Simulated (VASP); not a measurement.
# Re2C: structure and properties in VASP, part 5 of 5

What structure does Re2C take at this level, and what are its properties? The start is a computed cell from the Materials Project.

VASP 6.6.1; r2SCAN; plane waves and PAW (Re, C).

So far. Step 10 (Volume scan with r2SCAN (run 5)): The pressure falls from 0.05 to -8.17 GPa. Step 10 (Volume scan with r2SCAN (run 5)): The run ends at a pressure of -8.17 GPa, with forces up to 0.058 eV/Å.

## 11. Volume scan with r2SCAN (run 6)

Contents of INCAR:

```
SYSTEM = Re2C
PREC = Accurate
ENCUT = 520
EDIFF = 1E-06
NELM = 100
ISMEAR = 0
SIGMA = 0.05
LREAL = .FALSE.
ALGO = Normal
METAGGA = R2SCAN
LASPH = .TRUE.
NBANDS = 24
LORBIT = 11
LWAVE = .FALSE.
LCHARG = .FALSE.
KPAR = 4
ISIF = 2
```

Contents of POSCAR:

```
Re2C
1.0
    2.8880034256      0.0000000000      0.0000000000
   -1.4440017128      2.5010843328      0.0000000000
    0.0000000000      0.0000000000      9.9890004487
Re C
4 2
Direct
    0.3333333300      0.6666666700      0.6079885392
    0.6666666700      0.3333333300      0.1079885392
    0.6666666700      0.3333333300      0.3920114608
    0.3333333300      0.6666666700      0.8920114608
    0.3333333300      0.6666666700      0.2500000000
    0.6666666700      0.3333333300      0.7500000000
```

Contents of KPOINTS:

```
Automatic mesh
0
Gamma
9 9 3
0 0 0
```

The projector-augmented-wave data sets are Re and C (PBE family, release 64).

Command:

```console
$ mpirun -np 4 vasp_std
```

The log of the run:

```text
[... set-up lines as in an earlier step ...]
 entering main loop
       N       E                     dE             d eps       ncg     rms          rms(c)
DAV:   1     0.854015884171E+02    0.85402E+02   -0.16732E+04  2200   0.191E+03
DAV:   2    -0.195769386821E+03   -0.28117E+03   -0.26530E+03  2224   0.773E+02
DAV:   3    -0.230525916919E+03   -0.34757E+02   -0.32752E+02  2024   0.337E+02
DAV:   4    -0.237024595302E+03   -0.64987E+01   -0.63010E+01  2120   0.949E+01
[...]
DAV:  17    -0.229873101388E+03    0.47111E-05   -0.14289E-05  1584   0.716E-02    0.275E-02
DAV:  18    -0.229873100479E+03    0.90924E-06   -0.13221E-05  1648   0.335E-02    0.981E-03
DAV:  19    -0.229873100395E+03    0.84719E-07   -0.90635E-07  1152   0.282E-02
   1 F= -.22987310E+03 E0= -.22987009E+03  d E =-.602178E-02
```

The job ended after 46 s (4 MPI ranks of Intel Xeon 6975P-C (Granite Rapids), shared host; peak memory 0.91 GiB; 2.7 min of CPU time).

From OUTCAR (step 11):

```text
  Total       -6.5761401     -6.5761401     -7.8001200     -0.0000000      0.0000000      0.0000000
  in kB     -146.0271357   -146.0271357   -173.2063434     -0.0000000      0.0000000      0.0000000
  external PRESSURE =    -155.0868716 kB  Pullay stress =       0.0000000 kB

 POSITION                                       TOTAL-FORCE (eV/Angst)
 -----------------------------------------------------------------------------------
     -0.00000      1.66739      6.07320         0.000000     -0.000000      0.108167
      1.44400      0.83369      1.07870         0.000000      0.000000      0.108167
      1.44400      0.83369      3.91580         0.000000      0.000000     -0.108167
     -0.00000      1.66739      8.91030        -0.000000     -0.000000     -0.108167
     -0.00000      1.66739      2.49725         0.000000     -0.000000      0.000000
      1.44400      0.83369      7.49175        -0.000000      0.000000      0.000000
 -----------------------------------------------------------------------------------
    total drift:                               -0.000001      0.000001     -0.000000

  FREE ENERGIE OF THE ION-ELECTRON SYSTEM (eV)
  ---------------------------------------------------
  free  energy   TOTEN  =      -229.8731003945 eV

  energy  without entropy=     -229.8670786116  energy(sigma->0) =     -229.87008950

[... 1 part as in an earlier step ...]

[... 2 further parts left out ...]
[key lines of the parts left out:]
E-fermi :   8.1579
```

The pressure falls from -8.17 to -15.51 GPa.

The run ends at a pressure of -15.51 GPa, with forces up to 0.11 eV/Å.

## 12. Volume scan with r2SCAN (run 7)

A prediction first. A parabola through the 6 pressures of evenly scaled cells so far, P = 0.01 -434.3 t +1000 t² GPa with t = ln(V/V₁) and V₁ the volume at scale 1, gives -21.90 GPa at t = +0.0583.

INCAR is that of step 11.

POSCAR: that of step 11 with these lines changed.

```diff
@@ -2,5 +2,5 @@
 1.0
-    2.8880034256      0.0000000000      0.0000000000
-   -1.4440017128      2.5010843328      0.0000000000
-    0.0000000000      0.0000000000      9.9890004487
+    2.9063988478      0.0000000000      0.0000000000
+   -1.4531994239      2.5170152357      0.0000000000
+    0.0000000000      0.0000000000     10.0526263708
 Re C
```

KPOINTS is that of step 11.

Command:

```console
$ mpirun -np 4 vasp_std
```

The log of the run:

```text
[... set-up lines as in an earlier step ...]
 entering main loop
       N       E                     dE             d eps       ncg     rms          rms(c)
DAV:   1     0.664695370689E+02    0.66470E+02   -0.16772E+04  2232   0.190E+03
DAV:   2    -0.200029458279E+03   -0.26650E+03   -0.25100E+03  2216   0.766E+02
DAV:   3    -0.232007503957E+03   -0.31978E+02   -0.30315E+02  2096   0.329E+02
DAV:   4    -0.237099292775E+03   -0.50918E+01   -0.48855E+01  2064   0.826E+01
[...]
DAV:  17    -0.229710839985E+03   -0.13324E-05   -0.22332E-05  1936   0.313E-02    0.582E-03
DAV:  18    -0.229710838892E+03    0.10928E-05   -0.11898E-06  1168   0.440E-02    0.478E-03
DAV:  19    -0.229710839071E+03   -0.17891E-06   -0.32844E-07  1152   0.173E-02
   1 F= -.22971084E+03 E0= -.22970783E+03  d E =-.602463E-02
```

Wall time 51 s (4 MPI ranks); peak memory 0.9 GiB; 3 min of CPU time.

From OUTCAR (step 12):

```text
  Total       -9.5369432     -9.5369432    -11.3289699     -0.0000000      0.0000000      0.0000000
  in kB     -207.7778174   -207.7778174   -246.8200333     -0.0000000      0.0000000      0.0000000
  external PRESSURE =    -220.7918894 kB  Pullay stress =       0.0000000 kB

 POSITION                                       TOTAL-FORCE (eV/Angst)
 -----------------------------------------------------------------------------------
     -0.00000      1.67801      6.11188         0.000000     -0.000000      0.160304
      1.45320      0.83901      1.08557        -0.000000     -0.000000      0.160304
      1.45320      0.83901      3.94074        -0.000000      0.000000     -0.160304
     -0.00000      1.67801      8.96706         0.000000     -0.000000     -0.160304
     -0.00000      1.67801      2.51316        -0.000000      0.000000      0.000000
      1.45320      0.83901      7.53947         0.000000     -0.000000      0.000000
 -----------------------------------------------------------------------------------
    total drift:                               -0.000001      0.000001     -0.000000

  FREE ENERGIE OF THE ION-ELECTRON SYSTEM (eV)
  ---------------------------------------------------
  free  energy   TOTEN  =      -229.7108390708 eV

  energy  without entropy=     -229.7048144442  energy(sigma->0) =     -229.70782676

[... 1 part as in an earlier step ...]

[... 2 further parts left out ...]
[key lines of the parts left out:]
E-fermi :   7.9166
```

The pressure falls from -15.51 to -22.08 GPa. The parabola predicted -21.90 GPa, +0.18 GPa off.

## 13. Comparing the runs

Times are for 4 MPI ranks of Intel Xeon 6975P-C (Granite Rapids), shared host. The series side by side:

| no. | volume scale | energy above the lowest point (meV/atom) | pressure (GPa) | time | memory (GiB) |
| --- | --- | --- | --- | --- | --- |
| 1 | 0.94 | 63.58 | 30.74 | 29 s | 0.86 |
| 2 | 0.96 | 27.37 | 19.37 | 28 s | 0.85 |
| 3 | 0.98 | 6.71 | 9.177 | 33 s | 0.9 |
| 4 | 1 | 0 | 0.04587 | 36 s | 0.9 |
| 5 | 1.02 | 5.8 | -8.167 | 38 s | 0.89 |
| 6 | 1.04 | 22.8 | -15.51 | 46 s | 0.91 |
| 7 | 1.06 | 49.84 | -22.08 | 51 s | 0.9 |

## 14. Fit for r2SCAN

This step: Birch-Murnaghan fit, r2SCAN; plane waves and PAW (VASP 6.6.1).

No new run; the numbers come from the runs before.

This step gave:

```
pressure derivative of the bulk modulus : 4.469
r.m.s. error of the fit                 : 5.07e-6 eV/atom
minimum inside the sampled range        : yes
bulk modulus                            : 431.8 GPa
equilibrium volume of the fit           : 11.57 Å³/atom
```

Energy above the fitted minimum against volume:

| volume (Å³/atom) | energy above the fitted minimum (eV/atom) |
| --- | --- |
| 10.869 | 0.0636 |
| 11.100 | 0.0274 |
| 11.332 | 0.00670 |
| 11.563 | -4.1e-6 |
| 11.794 | 0.00580 |
| 12.025 | 0.0228 |
| 12.257 | 0.0498 |

The fitted volume lies +0.04 % from the relaxed one. The atoms bear forces along the scan, since they were held; freeing them would lower the modulus.

## 15. Optical spectrum (r2SCAN)

This step: r2SCAN; plane waves and PAW (Re, C) (VASP 6.6.1).

LOPTICS sums transitions from filled to empty bands. The mesh is finer than in the run before. NBANDS is raised for it.

INCAR: that of step 12 with these lines changed.

```diff
@@ -11,3 +11,3 @@
 LASPH = .TRUE.
-NBANDS = 24
+NBANDS = 66
 LORBIT = 11
@@ -16,2 +16,4 @@
 KPAR = 4
-ISIF = 2
+LOPTICS = .TRUE.
+NEDOS = 1500
+CSHIFT = 0.1
```

POSCAR: that of step 12 with these lines changed.

```diff
@@ -2,5 +2,5 @@
 1.0
-    2.9063988478      0.0000000000      0.0000000000
-   -1.4531994239      2.5170152357      0.0000000000
-    0.0000000000      0.0000000000     10.0526263708
+    2.8504926418      0.0000000000      0.0000000000
+   -1.4252463209      2.4685990411      0.0000000000
+    0.0000000000      0.0000000000      9.8592584849
 Re C
```

Contents of KPOINTS:

```
Automatic mesh
0
Gamma
13 13 4
0 0 0
```

Command:

```console
$ mpirun -np 4 vasp_std
```

The log of the run:

```text
[... set-up lines as in an earlier step ...]
 entering main loop
       N       E                     dE             d eps       ncg     rms          rms(c)
DAV:   1     0.717707102868E+02    0.71771E+02   -0.13658E+04 16348   0.700E+02
DAV:   2    -0.219320304927E+03   -0.29109E+03   -0.24502E+03 16510   0.300E+02
DAV:   3    -0.237452963202E+03   -0.18133E+02   -0.17309E+02 16384   0.119E+02
DAV:   4    -0.237719440419E+03   -0.26648E+00   -0.26495E+00 13952   0.137E+01
DAV:   5    -0.237728075490E+03   -0.86351E-02   -0.86301E-02 14010   0.154E+00    0.676E+01
DAV:   6    -0.230472932891E+03    0.72551E+01   -0.18047E+00 16374   0.264E+01    0.240E+01
DAV:   7    -0.230153730699E+03    0.31920E+00   -0.11191E+00 13464   0.699E+00    0.114E+01
DAV:   8    -0.230032062986E+03    0.12167E+00   -0.19560E-01 15824   0.500E+00    0.536E-01
DAV:   9    -0.230031841898E+03    0.22109E-03   -0.28021E-02 14080   0.901E-01    0.648E-01
DAV:  10    -0.230032727308E+03   -0.88541E-03   -0.29271E-03 14568   0.312E-01    0.973E-02
DAV:  11    -0.230032733959E+03   -0.66510E-05   -0.20453E-04 14136   0.111E-01    0.567E-02
DAV:  12    -0.230032734120E+03   -0.16058E-06   -0.35472E-05 14152   0.270E-02    0.956E-03
DAV:  13    -0.230032736636E+03   -0.25166E-05   -0.19475E-06 11032   0.160E-02    0.987E-03
DAV:  14    -0.230032735925E+03    0.71183E-06   -0.54407E-07  8584   0.595E-03
   1 F= -.23003274E+03 E0= -.23003242E+03  d E =-.640700E-03
 optical routines
 imaginary and real dielectric function
 direction            1
 direction            2
 direction            3
```

Run time: 2.7 min. Hardware: 4 MPI ranks; peak memory 2 GiB; 9.8 min of CPU time.

From OUTCAR (step 15):

```text
   k-points           NKPTS =     63   k-points in BZ     NKDIM =     63   number of bands    NBANDS=     66

   NELECT =      36.0000    total number of electrons

 E-fermi :   8.6664

 k-point     1 :       0.0000    0.0000    0.0000
  band No.  band energies     occupation
    ...
     14       6.5484      2.00000
     15       6.5484      2.00000
     16       6.6647      2.00000
     17       6.6647      2.00000
     18       6.7354      2.00000
     19       9.0143      0.00000
     20       9.0635      0.00000
     21       9.0635      0.00000
     22       9.2089      0.00000
     23       9.2089      0.00000
    ...

  Total       -0.0017322     -0.0017322     -0.0664492      0.0000000      0.0000000      0.0000000
  in kB       -0.0400027     -0.0400027     -1.5345653      0.0000000      0.0000000      0.0000000
  external PRESSURE =      -0.5381903 kB  Pullay stress =       0.0000000 kB

 POSITION                                       TOTAL-FORCE (eV/Angst)
 -----------------------------------------------------------------------------------
     -0.00000      1.64573      5.99432         0.000000     -0.000000      0.003006
      1.42525      0.82287      1.06469        -0.000000     -0.000000      0.003006
      1.42525      0.82287      3.86494        -0.000000     -0.000000     -0.003006
     -0.00000      1.64573      8.79457         0.000000     -0.000000     -0.003006
     -0.00000      1.64573      2.46481         0.000000      0.000000      0.000000
      1.42525      0.82287      7.39444        -0.000000      0.000000      0.000000
 -----------------------------------------------------------------------------------
    total drift:                               -0.000001      0.000001     -0.000000

  FREE ENERGIE OF THE ION-ELECTRON SYSTEM (eV)
  ---------------------------------------------------
  free  energy   TOTEN  =      -230.0327359245 eV

  energy  without entropy=     -230.0320952248  energy(sigma->0) =     -230.03241557

 plasma frequency squared (from intraband transitions) (eV^2)
  --------------------------------------------------------------------------------------
      14.974       0.000       0.000
       0.000      14.974      -0.000
       0.000      -0.000       9.039

[... 8 parts as in an earlier step ...]

[... 8 further parts left out ...]
```

These are independent-particle spectra without excitons or local fields, and fine structure depends on the mesh and on CSHIFT. The intraband (Drude) part is not in this spectrum.

This step gave:

| Property | Result |
| --- | --- |
| SCF cycles | 14 |
| bands | 66 |
| irreducible k-points | 63 |
| free energy (TOTEN) | -230.0327 eV |
| energy at zero smearing | -230.0324 eV |
| Fermi energy | 8.666 eV |
| pressure | -0.05382 GPa |

The imaginary dielectric function has structure finer than the step of the table below, so its rows give means over 1 eV, whole bins alone (the curve runs from 0 to 25.0 eV). Peaks (eV: height): xx 2.5: 20.4, 3.7: 29.2; zz 1.7: 22.3, 2.7: 31.0, 4.5: 19.6.

Table of imaginary dielectric function by photon energy; means over each step:

| photon energy (eV) | xx | zz |
| --- | --- | --- |
| 1 | 5.86 | 10.0 |
| 2 | 11.9 | 18.2 |
| 3 | 19.5 | 22.9 |
| 4 | 25.9 | 16.2 |
| 5 | 19.4 | 16.7 |
| 6 | 13.2 | 15.9 |
| 7 | 9.61 | 12.8 |
| 8 | 7.77 | 8.00 |
| 9 | 7.35 | 4.22 |
| 10 | 6.07 | 4.05 |
| 11 | 4.44 | 4.26 |
| 12 | 3.20 | 4.86 |
| 13 | 2.72 | 5.17 |
| 14 | 2.71 | 3.94 |
| 15 | 2.63 | 3.18 |
| 16 | 2.47 | 3.25 |
| 17 | 2.71 | 1.81 |
| 18 | 2.67 | 1.73 |
| 19 | 2.58 | 1.64 |
| 20 | 2.06 | 1.60 |
| 21 | 1.51 | 1.54 |
| 22 | 1.24 | 1.21 |
| 23 | 1.00 | 0.910 |
| 24 | 0.831 | 0.796 |

Table of real dielectric function by photon energy:

| photon energy (eV) | xx | zz |
| --- | --- | --- |
| 0.0 | 24.6 | 28.7 |
| 0.5 | 26.0 | 31.0 |
| 1.0 | 27.9 | 32.9 |
| 1.5 | 24.4 | 25.3 |
| 2.0 | 25.1 | 20.8 |
| 2.5 | 24.1 | 21.5 |
| 3.0 | 19.7 | 5.69 |
| 3.5 | 19.2 | 8.38 |
| 4.0 | 5.45 | 9.15 |
| 4.5 | 3.14 | 6.72 |
| 5.0 | -0.238 | 0.768 |
| 5.5 | -2.61 | 3.56 |
| 6.0 | -4.26 | 1.37 |
| 6.5 | -2.27 | -2.19 |
| 7.0 | -3.04 | -4.04 |
| 7.5 | -2.40 | -4.39 |
| 8.0 | -1.62 | -5.81 |
| 8.5 | -1.56 | -4.81 |
| 9.0 | -2.53 | -2.51 |
| 9.5 | -2.64 | -1.58 |
| 10.0 | -2.31 | -1.17 |
| 10.5 | -3.28 | -0.625 |
| 11.0 | -2.66 | -0.177 |
| 11.5 | -2.60 | 0.198 |
| 12.0 | -2.26 | -0.1000 |
| 12.5 | -1.62 | -0.394 |
| 13.0 | -1.45 | -1.57 |
| 13.5 | -1.03 | -1.95 |
| 14.0 | -0.623 | -2.12 |
| 14.5 | -0.874 | -1.73 |
| 15.0 | -0.641 | -1.24 |
| 15.5 | -0.470 | -0.832 |
| 16.0 | -0.719 | -2.53 |
| 16.5 | -0.0780 | -2.31 |
| 17.0 | -0.511 | -1.76 |
| 17.5 | -0.515 | -1.30 |
| 18.0 | -0.677 | -1.12 |
| 18.5 | -0.630 | -1.19 |
| 19.0 | -1.23 | -0.901 |
| 19.5 | -1.13 | -0.881 |
| 20.0 | -1.54 | -1.20 |
| 20.5 | -1.27 | -0.852 |
| 21.0 | -1.13 | -0.954 |
| 21.5 | -1.13 | -1.00 |
| 22.0 | -1.04 | -0.975 |
| 22.5 | -1.01 | -0.957 |
| 23.0 | -0.778 | -0.819 |
| 23.5 | -0.838 | -0.721 |
| 24.0 | -0.714 | -0.560 |
| 24.5 | -0.625 | -0.551 |

## 16. Summary of results

| Quantity | Value |
| --- | --- |
| relaxed volume | 11.56 Å³/atom |
| relaxed conventional cell a, b, c | 2.850, 2.850, 9.859 Å; angles 90.0, 90.0, 120.0° |
| space group after relaxing, within 0.02 Å | P6_3/mmc (No. 194) |
| band gap | none, a metal |
| DOS at the Fermi level | 1.41 states/eV/cell |
| bulk modulus from the fit | 432 GPa |
| volume from the fit | 11.6 Å³/atom |

What this shows: With r2SCAN, Re2C relaxes to 11.56 Å³/atom in space group P6_3/mmc (held by the symmetry of the run), comes out as a metal and has a bulk modulus of 432 GPa at fixed shape and positions, an upper bound. Bands along the symmetry lines (r2SCAN): Of the bands kept, 3 cross the Fermi level on this path. Spin-orbit coupling is left out, and with elements this heavy it would split and shift bands near the Fermi level. The k-sampling is coarse for a metal, so the Fermi level, pressures and the shape of the cell carry errors. No search among competing phases was made, and a listed structure need not be the one stable at ambient conditions. All values are for a static lattice at zero temperature.

[Lines on the potential files, build, host, timing and source positions are cut from VASP's logs without a mark.]

[Logs are printed without paths, hosts, clocks, repeated set-up lines and the standing remarks that a program may print on its own settings, such as how far it seeks lower states.]

[Hosts, paths, dates, database ids (printed as entryN), source tags and the programs' standing remarks are cut or masked in the printed files.]

[A measured line is paired with the nearest computed mode of its activity, which favours agreement.]
